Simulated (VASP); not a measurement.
FSnBr, in a box:

```
F Sn Br
1.0
    12.00000    0.00000    0.00000
     0.00000   11.00000    0.00000
     0.00000    0.00000   11.00000
F Sn Br
1 1 1
Cartesian
  4.7570 6.4767 4.9573
  5.0638 4.5653 4.9294
  7.2689 4.5766 6.1386
```

Program: VASP 6.6.1. Alike in all runs: task single point; no spin polarisation; cell as given; k mesh 1 × 1 × 1; smearing gaussian 0.01 eV.

Order these runs on this cell by their band gap on the k mesh, lowest first.
A. level B3LYP+D4; potentials or basis VASP PAW PBE potentials, release 64 (F_h, Sn_d, Br); cutoff (eV) 900; grid for exact exchange (PRECFOCK) Fast; exchange at q = 0 truncated
B. level PBE; potentials or basis VASP PAW PBE potentials, release 64 (F, Sn_d, Br); cutoff (eV) 520
C. level SCAN+D4; potentials or basis VASP PAW PBE potentials, release 64 (F, Sn_d, Br); cutoff (eV) 520

B (3.26 eV), C (3.57 eV), A (4.59 eV).

Caveats: spin-orbit coupling is left out, which moves the levels of the heavy elements.

A k mesh can miss the band edges.

Not every run made on this cell is shown here.
